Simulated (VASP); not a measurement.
Here is a VASP 6.6.1 calculation.

Contents of INCAR:

```
PREC     = Accurate       # precision mode
ENCUT    = 600            # plane-wave cutoff, eV
EDIFF    = 1E-6           # SCF threshold, eV
ISMEAR   = 0              # smearing method
SIGMA    = 0.03           # smearing width, eV
LREAL    = False          # projectors in reciprocal space
LASPH    = True           # aspherical terms in the spheres
NELM     = 80             # most SCF steps
ALGO     = Normal         # electronic algorithm
ISIF     = 3              # what is computed and relaxed
LWAVE    = False          # write WAVECAR
LCHARG   = False          # write CHGCAR
GGA      = MK             # functional
LUSE_VDW = True         
AGGAC    = 0.0          
PARAM1   = 0.1234       
PARAM2   = 0.711357     
ZAB_VDW  = -1.8867      
IBRION   = 2              # ionic algorithm
NSW      = 90             # ionic steps
EDIFFG   = -0.01          # ionic threshold
KPAR     = 2
```

Contents of KPOINTS:

```
Automatic mesh
0
Gamma
  4 8 8
```

POSCAR

```
SnSe
1.0
   11.4200000000      0.0000000000      0.0000000000
    0.0000000000      4.1900000000      0.0000000000
    0.0000000000      0.0000000000      4.4600000000
Sn Se
4 4
Direct
    0.1230000000      0.2500000000      0.0910000000
    0.3770000000      0.7500000000      0.5910000000
    0.6230000000      0.2500000000      0.4090000000
    0.8770000000      0.7500000000      0.9090000000
    0.3570000000      0.2500000000      0.0160000000
    0.1430000000      0.7500000000      0.5160000000
    0.8570000000      0.2500000000      0.4840000000
    0.6430000000      0.7500000000      0.9840000000
```

Potentials or basis: VASP PAW PBE potentials, release 64 (Sn_d, Se).

Command:

```bash
$ cat potpaw_PBE.64/Sn_d/POTCAR potpaw_PBE.64/Se/POTCAR > POTCAR
$ mpirun -np 2 vasp_std > vasp.out
```

**Question.** Estimate the relaxed volume.

**Answer.** 27.24 Å³/atom.

**Question.** Estimate the band gap on the k mesh.

**Answer.** 0.63 eV, indirect (least direct gap 0.84 eV).

**Question.** What does it give for the relaxed cell?

**Answer.** a = 11.651 Å, b = 4.203 Å, c = 4.451 Å, α = 90.00°, β = 90.00°, γ = 90.00°.

**Question.** Predict the space group after relaxing (to 0.05 Å).

**Answer.** Pnma (No. 62).

The path:
```tsv
step	energy change (eV)	largest force (eV/Å)	pressure (GPa)	volume (Å³)
1	0.0000	0.3420	1.49	213.41
2	-0.0481	0.1081	-0.79	221.15
3	-0.0566	0.0448	-0.20	218.89
4	-0.0584	0.0302	-0.02	218.05
5	-0.0585	0.0384	0.04	217.76
6	-0.0592	0.0356	0.04	217.73
7	-0.0605	0.0284	-0.01	217.65
8	-0.0606	0.0243	-0.02	217.62
9	-0.0610	0.0130	0.02	217.39
10	-0.0610	0.0170	0.04	217.29
11	-0.0613	0.0168	-0.01	217.39
12	-0.0613	0.0217	-0.04	217.48
13	-0.0615	0.0156	0.01	217.27
14	-0.0615	0.0139	0.04	217.17
15	-0.0616	0.0135	0.03	217.24
16	-0.0620	0.0112	0.03	217.43
17	-0.0625	0.0180	0.01	217.82
18	-0.0625	0.0219	0.01	217.95
19	-0.0628	0.0100	-0.08	218.20
20	-0.0628	0.0107	-0.06	218.22
21	-0.0629	0.0065	-0.04	218.04
22	-0.0630	0.0067	-0.03	217.93
```

Caveat: the PAW data sets were made with another functional, which shifts forces and pressure a little; spin-orbit coupling is left out, which moves the levels of the heavy elements. Zero-point motion and thermal expansion aren't in these numbers.
